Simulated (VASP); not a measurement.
Input:

```yaml
crystal:
  lattice:
    - [0.00000, 2.03354, 2.03354]
    - [2.03354, 0.00000, 2.03354]
    - [2.03354, 2.03354, 0.00000]
  atoms:
    - { symbol: Pt, position: [0.00000, 0.00000, 0.00000] }
```

Calculation: RPBE GGA, VASP's PBE PAW potentials (set 64) (plane waves; VASP 6.6.1). Run with 520 eV cut-off, 16×16×16 Γ-centred mesh, first-order Methfessel-Paxton smearing of 0.10 eV, potentials Pt.

Unless said otherwise, spin-orbit coupling is left out, though it shifts the bands of the heavy elements here.

Question: What does the run give for the energy per atom (σ→0), pressure, band gap (on the k-mesh) with the smallest direct gap where there is one?

Answer: 
```yaml
band gap (on the k-mesh): none (metal, semimetal or under 0.01 eV)
energy per atom (σ→0): -5.419 eV/atom
pressure: -11.45 GPa
```

The compound is Pt in the fcc structure. This cell is one point of a volume scan, at 1.06 of the reference volume.
